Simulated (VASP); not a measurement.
Input:

```xyz
8
Lattice="5.3956 0.0000 0.0000 -2.6978 4.6728 0.0000 0.0000 0.0000 4.2730" Properties=species:S:1:pos:R:3 pbc="T T T"
Ru     0.0000     1.5573     1.0682
Ru     2.6978     3.1154     3.2047
Ru     4.0469     0.7787     3.2047
Ru    -1.3491     3.8941     1.0682
Ru     1.3491     3.8941     1.0682
Ru     1.3487     0.7787     3.2047
Rh     0.0000     3.1152     3.2047
Rh     2.6978     1.5576     1.0682
```

These are PBEsol GGA, VASP's PBE PAW potentials (set 64) (plane waves; VASP) values and carry that method's errors. Run with 300 eV cut-off, 5×5×5 Γ-centred mesh, Gaussian smearing of 0.14 eV, potentials Ru_pv Rh_pv.

At this cut-off the stress carries a Pulay error, which pulls relaxed volumes low.

Problem. Give the stress tensor in GPa (positive for a compressed cell).

Solution. 
```
-3.21   0.00   0.00
 0.00  -3.21   0.00
 0.00   0.00  -4.69
```
The pressure is its mean diagonal, -3.71 GPa.

The structure comes from a computed database's Ru3Rh entry (P6_3/mmc); how it stands against other phases isn't given here. The cell was not relaxed at this level.
